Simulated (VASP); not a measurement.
Calculation: r2SCAN meta-GGA, VASP's PBE PAW potentials (set 64) (plane waves; VASP 6.6.1).

Input for VASP

### KPOINTS
```
Regular mesh
0
G
  14 14 14
0 0 0
```

### INCAR
```
ALGO = Normal
EDIFF = 1E-5
EDIFFG = -0.03
ENCUT = 400
IBRION = 2
ISIF = 2
ISMEAR = 1
LASPH = T
LCHARG = F
LMAXMIX = 4
LMIXTAU = T
LREAL = F
LWAVE = F
METAGGA = R2SCAN
NELM = 100
NELMIN = 4
NSW = 20
PREC = Normal
SIGMA = 0.1
SYSTEM = Pb
```

### POSCAR
```
Pb
1
    0.0000000000     2.4948932441     2.4948932441
    2.4948932441     0.0000000000     2.4948932441
    2.4948932441     2.4948932441     0.0000000000
Pb
1
Direct
  0.0000000000   0.0000000000   0.0000000000
```

POTCAR, in this order: Pb_d (PBE.64 set). Program: vasp_std.

Unless said otherwise, spin-orbit coupling is left out, though it shifts the bands of the heavy elements here.

**Question.** What does the run give for the energy per atom (σ→0), band gap (on the k-mesh)?

**Answer.** 
```yaml
energy per atom (σ→0): -56.283 eV/atom
band gap (on the k-mesh): none (metal, semimetal or under 0.01 eV)
```

**OSZICAR**
```
...
DAV:  10    -0.562803198414E+02   -0.13682E-03   -0.68319E-04  2688   0.246E-01    0.119E-01
DAV:  11    -0.562825485008E+02   -0.22287E-02   -0.24519E-03  2363   0.748E-01    0.394E-02
DAV:  12    -0.562828608994E+02   -0.31240E-03   -0.10065E-03  2747   0.667E-01    0.305E-02
DAV:  13    -0.562827221443E+02    0.13876E-03   -0.94358E-05  2384   0.102E-01    0.248E-02
DAV:  14    -0.562829861696E+02   -0.26403E-03   -0.17000E-04  2414   0.227E-01    0.771E-03
DAV:  15    -0.562830224870E+02   -0.36317E-04   -0.34731E-05  2351   0.614E-02    0.752E-03
DAV:  16    -0.562830229965E+02   -0.50949E-06   -0.55385E-07  1228   0.673E-03
   1 F= -.56283023E+02 E0= -.56283007E+02  d E =-.562830E+02
```

The compound is Pb in the fcc structure. It was relaxed first.
